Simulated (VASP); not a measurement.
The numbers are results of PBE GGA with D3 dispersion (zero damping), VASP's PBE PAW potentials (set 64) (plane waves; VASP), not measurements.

VASP input:

File POSCAR:
```
Li2Se
1
    0.0000000000     2.9125680991     2.9125680991
    2.9125680991     0.0000000000     2.9125680991
    2.9125680991     2.9125680991     0.0000000000
Li Se
2 1
Direct
  0.2500000000   0.2500000000   0.2500000000
  0.7500000000   0.7500000000   0.7500000000
  0.0000000000   0.0000000000   0.0000000000
```

### KPOINTS
```
Automatic mesh
0
Gamma
7 7 7
0 0 0
```

INCAR:
```
SYSTEM = Li2Se
PREC = Accurate
ENCUT = 520
EDIFF = 1E-7
NELM = 100
ALGO = Normal
LREAL = .FALSE.
LASPH = .TRUE.
ISMEAR = 0
SIGMA = 0.05
GGA = PE
IVDW = 11
LMAXMIX = 4
LWAVE = .FALSE.
LCHARG = .FALSE.
ISIF = 2
```

POTCAR, in this order: Li_sv Se (PBE.64 set). Program: vasp_std.

Problem. What does the run give for the energy per atom (σ→0), dispersion energy, pressure?

Solution. 
- energy per atom (σ→0) = -3.901 eV/atom
- dispersion energy = -0.623 eV
- pressure = 1.17 GPa

OSZICAR:
```
...
DAV:   7    -0.110729882655E+02    0.15269E-01   -0.15048E-01   554   0.191E+00    0.737E-01
DAV:   8    -0.110796442872E+02   -0.66560E-02   -0.18804E-02   514   0.960E-01    0.196E-01
DAV:   9    -0.110797614064E+02   -0.11712E-03   -0.10457E-03   552   0.193E-01    0.865E-02
DAV:  10    -0.110800035743E+02   -0.24217E-03   -0.45922E-04   440   0.137E-01    0.305E-02
DAV:  11    -0.110800084971E+02   -0.49228E-05   -0.20983E-05   560   0.357E-02    0.618E-03
DAV:  12    -0.110800124234E+02   -0.39263E-05   -0.54964E-06   450   0.169E-02    0.316E-03
DAV:  13    -0.110800124845E+02   -0.61045E-07   -0.14634E-07   582   0.361E-03
   1 F= -.11702778E+02 E0= -.11702778E+02  d E =-.263360E-17
```

The compound is Li2Se in the antifluorite structure. This cell is one point of a volume scan, at 0.97 of the reference volume.
